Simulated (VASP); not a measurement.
Wanted: the native input for a VASP 6.6.1 run.

```yaml
Task: relaxation of cell and atoms
Functional: PBE
Potentials_or_basis: VASP PAW PBE potentials, release 64 (Ti_sv, N_h)
Cutoff: 900 eV
k_mesh: 12 × 12 × 12
Occupations: gaussian, width 0.02 eV
Spin: no spin polarisation
Further_INCAR_settings: ALGO = Normal; EDIFF = 1e-07; IBRION = 2; EDIFFG = -0.002; NSW = 80; ISIF = 3
```

The structure of TiN lies in POSCAR:

```
TiN                                     
1.0
   -0.0000000000      2.1239997735      2.1239997735
    2.1239997735     -0.0000000000      2.1239997735
    2.1239997735      2.1239997735      0.0000000000
  Ti              N             
     1     1
Direct
     0.0000000000000000    0.0000000000000000    0.0000000000000000
     0.5000000000000000    0.5000000000000000    0.5000000000000000
```

These files were run (other wordings do the same):

INCAR

```
SYSTEM = TiN
PREC = Accurate ; ENCUT = 900
EDIFF = 1E-7 ; ISMEAR = 0
SIGMA = 0.02 ; LREAL = .FALSE.
LASPH = .TRUE. ; NELM = 60
ALGO = Normal ; ISIF = 3
LWAVE = .FALSE. ; LCHARG = .FALSE.
GGA = PE ; IBRION = 2
NSW = 80 ; EDIFFG = -0.002
```

KPOINTS

```
Automatic mesh
0
G
  12 12 12
  0 0 0
```

Potentials or basis: VASP PAW PBE potentials, release 64 (Ti_sv, N_h).

Launch:

```bash
$ cat potpaw_PBE.64/Ti_sv/POTCAR potpaw_PBE.64/N_h/POTCAR > POTCAR
$ mpirun -np 1 vasp_std > vasp.out
```

It gave:

The pressure after relaxing is 0.0 GPa and the band gap on the k mesh is none (metal or under the smearing width).

Caveat: the cutoff is under 1.25 times the usual one of these potentials, so pressure, stress and relaxed cells hold a basis-set (Pulay) error; the relaxation stopped at its first step, so nothing moved.

Run time: 46 s on 1 thread of Intel(R) Xeon(R) Platinum 8259CL CPU @ 2.50GHz (Skylake/Cascade Lake), with other jobs on the host, peak memory 0.2 GiB.
